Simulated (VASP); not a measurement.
Calculation: TPSS meta-GGA, VASP's PBE PAW potentials (set 64) (plane waves; VASP).

The input files of a VASP run:

**POSCAR**
```
PbSe
1.0
  0.0000000000   3.0964892041   3.0964892041
  3.0964892041   0.0000000000   3.0964892041
  3.0964892041   3.0964892041   0.0000000000
Pb Se
1 1
Cart
  0.0000000000   0.0000000000   0.0000000000
  3.0964892041   3.0964892041   3.0964892041
```

File KPOINTS:
```
Automatic
0
gamma
7 7 7
0 0 0
```

**INCAR**
```
SYSTEM = PbSe
PREC = Accurate
ENCUT = 520
EDIFF = 1E-7
NELM = 100
ALGO = Normal
LREAL = .FALSE.
LASPH = .TRUE.
ISMEAR = 0
SIGMA = 0.05
METAGGA = TPSS
LMIXTAU = .TRUE.
LMAXMIX = 4
LWAVE = .FALSE.
LCHARG = .FALSE.
ISIF = 2
```

POTCAR, in this order: Pb_d Se (PBE.64 set). Program: vasp_std.

Problem. What will the output report for the number of irreducible k-points (NKPTS), largest plane-wave count, number of space-group operations, FFT grid (NGX, NGY, NGZ)?

Solution. 
```yaml
number of irreducible k-points (NKPTS): 20
largest_plane_wave_count: 1639
number_of_space_group_operations: 48
FFT grid (NGX, NGY, NGZ): 36 × 36 × 36
```

The compound is PbSe in the rock salt structure. It was relaxed first.
